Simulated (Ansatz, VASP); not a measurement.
# InP in two plane-wave programs

One calculation is typed for both programs; each brings its own data sets. How far apart do they land? The cell is taken from a series of runs on this material, whose earlier steps may have relaxed, scaled, displaced or heated it; both programs get it as it stands.

Method: plane waves, with VASP 6.6.1 beside it; zone-centre phonons at r2SCAN, in Ansatz 0.2.0.

In doubt: the program warns that the response may not be converged on this k-mesh, which bears on the force constants and all frequencies.

## Step 1: Set-up

Symmetry: R3m, No. 160, trigonal system. The conventional cell has a = 4.219 Å, b = 4.219 Å, c = 10.173 Å, α = 90.00°, β = 90.00°, γ = 120.00°. P has 4 In at 2.56 to 2.57 Å nearest. Nearest to In lie 4 P at 2.56 to 2.57 Å. Farther neighbours are not listed.

## Step 2: Ansatz: zone-centre phonons, r2SCAN

Ansatz runs on its PAW soft_1 files.

Second derivatives magnify differences that forces hide, and they need a tight electronic threshold.

Contents of input.yaml:

```yaml
crystal:
  lattice:
    - [-0.0309162528, 2.9522907315, 2.9522907315]
    - [2.9522907315, -0.0309162528, 2.9522907315]
    - [2.9522907315, 2.9522907315, -0.0309162528]
  atoms:
    - { symbol: P, position: [0.749152505, 0.749152505, 0.749152505] }
    - { symbol: In, position: [0.000847495, 0.000847495, 0.000847495] }
kpoints:
  mp_grid: { grid: [12, 12, 12] }
hamiltonian:
  xc: r2scan
  pseudopotentials: { kind: paw, azcp: { folder: soft_1 } }
scf:
  occupations: { method: fixed }
output:
  eigenvalues: true
phonons:
  method: dfpt
  dielectric: true
  rigid_motions: translations
```

Started as:

```bash
ansatz run input.yaml --threads 4 --pin off --max-ram 10240MiB --backend cpu --events-out ev --progress --plain --runs-dir out
```

Numbers of over 12 decimals in the logs are rounded to 6 here.

The program printed:

```text
Engine: ansatz 0.2.0, aarch64-unknown-linux-gnu
Pseudopotentials: kind: paw
Pseudopotential: P, paw, valence charge 5, recommended cutoff 500 eV (meta_gga), soft_1/P.paw.azcp
Pseudopotential: In, paw, valence charge 13, recommended cutoff 500 eV (meta_gga), soft_1/In.paw.azcp
Functional definition: r2SCAN
  parameter k0 = 0.174
  parameter k1 = 0.065
  parameter a1 = 4.9479
  exchange = r2scan_x(k0 = k0, k1 = k1, a1 = a1)
  correlation = r2scan_c
Crystal: 2 atoms, lattice volume = 52.273 Å³
Basis set: ecut = 500 eV, 1351 PW (Γ), exchange–correlation on 160×160×160 points (125 copies of the dense FFT grid, shifted against one another)
Bands: 13, of which v1, the nominal top of the filled ones, is band 9 counted from 1 (8 counted from 0)
Symmetry: 6 space group operations
k-points: 476 of 1728 (irreducible under 2 space group operations, time reversal used)
Non-local potential: P, projectors of the file, l = 0: 2, l = 1: 2, l = 2: 1
Non-local potential: In, projectors of the file, l = 0: 2, l = 1: 2, l = 2: 2, l = 3: 1
PAW form: soft (Blöchl's): semilocal exchange-correlation on the pseudo side does not see the compensation charge
PAW frozen core: P, regenerated for the run's functional (the file was generated under x = pbe(κ = 0.804, μ = 0.219515), c = pbe(β = 0.066725))
PAW frozen core: In, regenerated for the run's functional (the file was generated under x = pbe(κ = 0.804, μ = 0.219515), c = pbe(β = 0.066725))
PAW one-centre angular grid: P, 302 points (default); XC on 160 Gauss nodes
PAW one-centre angular grid: In, 590 points (default); XC on 160 Gauss nodes
Initial density: superposition of atomic densities (chi_scale 0.1, normalization cell, long waves kept (reshape's long-wave potential 0.00 eV rms))
Initial wavefunctions: pseudopotential atomic-orbital guess
Functional: x = r2scan, c = r2scan; τ floored in thin density (d = 2e-4 eV/Å³)
SCF iter   1: F=—  HF=-6371.877058 eV  |F-HF|=—  |Δ(HF+E_count)|=         —  Δρ=3.46e-2  dr2=7.84e-1  dr2_τ=2.12e-2  ethr=3.10e-3  ⟨swp⟩=5.0  Hψ=33547  notcnv=0  defer=884
preconditioner: auto → none  [insulator: Δε(μ)=0.998 eV  Ē_g=15.170 eV  n_scr=14 (ndim 8)  ℏωp=21.8 eV  f_vac=0.000  ε∞_Penn≈3.1]
SCF iter   2: F=—  HF=-6371.782034 eV  |F-HF|=—  |Δ(HF+E_count)|=   9.50e-2  Δρ=1.63e-2  dr2=8.59e-2  dr2_τ=1.98e-3  ethr=3.10e-3  ⟨swp⟩=2.3  Hψ=12295  notcnv=0  defer=898
SCF iter   3: F=—  HF=-6371.796080 eV  |F-HF|=—  |Δ(HF+E_count)|=   1.40e-2  Δρ=6.01e-3  dr2=1.41e-2  dr2_τ=4.87e-4  ethr=4.77e-4  ⟨swp⟩=2.6  Hψ=9053  notcnv=0  defer=926
SCF iter   4: F=—  HF=-6371.797623 eV  |F-HF|=—  |Δ(HF+E_count)|=   1.54e-3  Δρ=8.75e-4  dr2=3.31e-4  dr2_τ=1.11e-5  ethr=7.84e-5  ⟨swp⟩=3.2  Hψ=11516  notcnv=0  defer=943
SCF iter   5: F=—  HF=-6371.797522 eV  |F-HF|=—  |Δ(HF+E_count)|=   1.01e-4  Δρ=1.68e-4  dr2=5.85e-6  dr2_τ=3.95e-7  ethr=1.84e-6  ⟨swp⟩=2.0  Hψ=11431  notcnv=0  defer=945
SCF iter   6: F=—  HF=-6371.797524 eV  |F-HF|=—  |Δ(HF+E_count)|=   2.64e-6  Δρ=2.48e-5  dr2=4.19e-7  dr2_τ=8.98e-9  ethr=3.25e-8  ⟨swp⟩=3.0  Hψ=11677  notcnv=0  defer=155
SCF iter   7: F=—  HF=-6371.797524 eV  |F-HF|=—  |Δ(HF+E_count)|=   7.34e-8  Δρ=4.78e-6  dr2=1.43e-8  dr2_τ=2.76e-10  ethr=2.33e-9  ⟨swp⟩=2.0  Hψ=7914  notcnv=0
SCF iter   8: F=—  HF=-6371.797524 eV  |F-HF|=—  |Δ(HF+E_count)|=   6.60e-9  Δρ=1.10e-6  dr2=4.19e-10  dr2_τ=3.06e-11  ethr=7.95e-11  ⟨swp⟩=2.2  Hψ=8729  notcnv=0
SCF iter   9: F=-6371.797524 eV  HF=-6371.797524 eV  |F-HF|=1.09e-11  |Δ(HF+E_count)|=  5.30e-10  Δρ=1.45e-7  dr2=1.32e-11  dr2_τ=1.11e-12  ethr=1.00e-12  ⟨swp⟩=10.0  Hψ=45703  notcnv=0
SCF 1 converged in 9 iterations: F = -6371.797524 eV  dr2 = 1.32e-11
  greatest PAW one-centre occupation: 0.981 electrons in one spin orbital (limit 2), on the In atom at site 1 (counted from 0), in its partial waves of l = 2
NSCF: frozen V_eff on 5 k-points
DFPT response loops at Γ: preconditioner auto → none (the input reference at scf.mixing.eps_inf says where Resta's filter doesn't serve); β = 0.50; Broyden in place of MSR1
── the response to a field inside a basis, on 14×14×14 k-points: an SCF that follows is theirs, and a resumed run solves both again ──
Bands: 10, of which v1, the nominal top of the filled ones, is band 9 counted from 1 (8 counted from 0)
k-points: 280
Initial density: handed on by an earlier stage of this run
Initial wavefunctions: pseudopotential atomic-orbital guess (no wavefunctions were taken with the density)
Eigensolver: Dense (280 Hₖ)
SCF iter   1: F=—  HF=-6371.794053 eV  |F-HF|=—  |Δ(HF+E_count)|=         —  Δρ=6.77e-5  dr2=5.69e-7  dr2_τ=1.28e-6  ethr=1.00e-1
preconditioner: auto → none  [insulator: Δε(μ)=0.951 eV  Ē_g=13.114 eV  n_scr=14 (ndim 8)  ℏωp=21.8 eV  f_vac=0.017  ε∞_Penn≈3.8]
SCF iter   2: F=—  HF=-6371.794057 eV  |F-HF|=—  |Δ(HF+E_count)|=   4.23e-6  Δρ=3.41e-5  dr2=1.25e-7  dr2_τ=6.26e-8  ethr=3.16e-9
SCF iter   3: F=-6371.794058 eV  HF=-6371.794058 eV  |F-HF|=1.14e-8  |Δ(HF+E_count)|=   1.04e-6  Δρ=6.44e-6  dr2=2.85e-8  dr2_τ=1.00e-9  ethr=6.96e-10
SCF 1 converged in 3 iterations: F = -6371.794058 eV  dr2 = 2.85e-8
DFPT response loops at Γ: mixed as the last ones told, above
WARN: field response: ε∞ stands inside a basis, on 14×14×14 points; the force constants stand on the 12×12×12 k-mesh, whose period is 11.04 times the interband length at k = (0.0000, 0.0000, 0.0000), direct gap 0.872 eV, under 14: take them and everything formed from them as unconverged, and compare with a denser kpoints.mp_grid
SCF converged after 9 iterations
Free energy (F): -6371.797524 eV
Harris-Foulkes:  -6371.797524 eV  (|F-HF|=1.09e-11)
Internal energy: -6371.797524 eV  (E = F + TS)
E sigma→0 (E₀):  -6371.797524 eV
Fermi energy:    6.440958 eV
--- Per-component energies (eV) ---
  E_band       = -67.894900
  E_kinetic    = 286.272484
  E_local      = -1354.834424  (includes V_loc(G=0)·N_el)
  E_nonlocal   = 359.148428
  E_hartree    = 543.782559
  E_xc         = -198.926168
  E_vxc        = -158.881022  (∫ρ·V_xc dr)
  E_paw        = -4802.687099  (= ΣΔE_a)
  E_vpaw       = -296.513397  (= ΣTr[D̂ρ^β])
  E_aug_tail   = -0.000081  (compensation charges beyond the density's cutoff)
  E_vtau       = 9.347983  (kinetic-family band-sum trace: ∫τ·v_τ [+ j·A + Jᵃ·Aᵃ] dr)
  E_ewald      = -1205.427930
  E_core_change = 0.874707  (= ΣΔE_core)
  E_smearing   = -0.000000  (= −TS)
  E_closure    = 0.000000  (closes the sum)
  Σ components = -6371.797524   (vs F -6371.797524, Δ=0.00e0)
--- Band table (eV; the first three rows and the last of 476) ---
  k-point 0: bands = [... 5 lower, -5.3605, 6.3466, 6.3466, 6.4410, 7.3131, 10.7476, 10.7476, 10.9225]
  k-point 1: bands = [... 5 lower, -5.2819, 5.4845, 6.2636, 6.3477, 7.9486, 10.7927, 10.8812, 11.0353]
  k-point 2: bands = [... 5 lower, -5.0533, 4.2058, 6.0584, 6.1380, 8.4328, 11.1459, 11.1928, 11.3319]
  k-point 475: bands = [... 5 lower, -3.6299, 0.7385, 5.3652, 5.3652, 7.9984, 11.4403, 11.4403, 13.8158]
--- Phonons (Γ-DFPT): 2 representative perturbations + reference, on 476 of 1728 k-points (Σ response iterations 13) ---
  k mesh reduced under 2 symmetry operations, with k and −k counted as one. Each operation leaves every solved perturbation unchanged. A smaller set is not considered because the functional reads the kinetic-energy density
  ASR residual: 1.005e-4 → 0.000e0 eV/Å²; symmetrization residual: 8.755e-6 eV/Å²
  ASR residual per site (eV/Å²): 1.00e-4 1.37e-5
  Γ frequencies (cm⁻¹): 0.00 0.00 0.00 289.09 289.09 292.85
  ε∞ (high-frequency dielectric tensor):
        9.914070    -0.070814    -0.070814
       -0.070814     9.914070    -0.070814
       -0.070814    -0.070814     9.914070
  ε⁰ (static dielectric tensor: ions relaxed, cell fixed):
       13.011699    -0.147484    -0.147484
       -0.147484    13.011699    -0.147484
       -0.147484    -0.147484    13.011699
  ε⁰ − ε∞ (ionic part):
        3.097629    -0.076670    -0.076670
       -0.076670     3.097629    -0.076670
       -0.076670    -0.076670     3.097629
  softest optical mode at Γ: 289.09 cm⁻¹; the repairs (sum rule, projections) moved no ω² at Γ by more than (1.34 cm⁻¹)²
  Born effective charges Z* (e; rows j = field, columns β = displacement):
    site 0:
        -2.60058    0.02132    0.02132
         0.02132   -2.60058    0.02132
         0.02132    0.02132   -2.60058
    site 1:
         2.60058   -0.02132   -0.02132
        -0.02132    2.60058   -0.02132
        -0.02132   -0.02132    2.60058
  Z* charge neutrality: 3.806e-4 e pre-enforcement
  solved inside a basis spanned on kpoints, on 14×14×14 k-points transformed towards the longest dipole: ε∞ is read to err by 3.1e-2, Z* by 1.4e-2 e (field_mesh: kpoints solves on kpoints); Z* is corrected for what the basis lacks
  optical modes at Γ without the LO–TO term, one row a degenerate level:
      ω (cm⁻¹)  modes    IR ((D/Å)²/amu)
        289.09      2            13.0033
        292.85      1             6.1884
  optical modes at Γ + LO–TO along q̂ = [1.0000, 0.0000, 0.0000]:
      ω (cm⁻¹)  modes    IR ((D/Å)²/amu)
        289.09      1             6.5017
        291.57      1             6.3012
        332.64      1             6.3888
  optical modes at Γ + LO–TO along q̂ = [0.0000, 1.0000, 0.0000]:
      ω (cm⁻¹)  modes    IR ((D/Å)²/amu)
        289.09      1             6.5017
        291.57      1             6.3012
        332.64      1             6.3888
  optical modes at Γ + LO–TO along q̂ = [0.0000, 0.0000, 1.0000]:
      ω (cm⁻¹)  modes    IR ((D/Å)²/amu)
        289.09      1             6.5017
        291.57      1             6.3012
        332.64      1             6.3888
```

(Part 1 of 2 ends here.)

[Lines on the potential files, build, host, timing and source positions are cut from VASP's logs without a mark.]

[Logs are printed without paths, hosts, clocks, repeated set-up lines and the standing remarks that a program may print on its own settings, such as how far it seeks lower states.]

[Hosts, paths, dates, database ids (printed as entryN), source tags and the programs' standing remarks are cut or masked in the printed files.]
